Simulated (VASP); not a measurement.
Input:

```yaml
crystal:
  lattice:
    - [3.88929, 0.00000, 0.00000]
    - [-1.94464, 3.36822, 0.00000]
    - [0.00000, 0.00000, 6.45224]
  atoms:
    - { symbol: Zn, position: [0.00000, 0.00000, 0.99867] }
    - { symbol: Cd, position: [0.33333, 0.66667, 0.50759] }
    - { symbol: S, position: [0.33333, 0.66667, 0.89247] }
    - { symbol: S, position: [0.00000, 0.00000, 0.35327] }
```

These are LDA (Ceperley-Alder, Perdew-Zunger) with spin-orbit coupling, VASP's LDA PAW potentials (set 64) (plane waves; VASP 6.6.1) values and carry that method's errors. Run with 400 eV cut-off, 6×6×3 Γ-centred mesh, Gaussian smearing of 0.050 eV, potentials Zn Cd S.

Q: Predict the energy per atom (σ→0), band gap (over mesh and band path) with the smallest direct gap where there is one.

A: 
```
Item                                                    Value
---------------------------------------------  --------------
band gap (over mesh and band path)                    1.30 eV
smallest direct gap (over mesh and band path)         1.30 eV
energy per atom (σ→0)                          -3.877 eV/atom
```

The structure comes from a computed database's ZnCdS2 entry (P3m1); how it stands against other phases isn't given here. It was relaxed first, which changed the volume by -8 %.
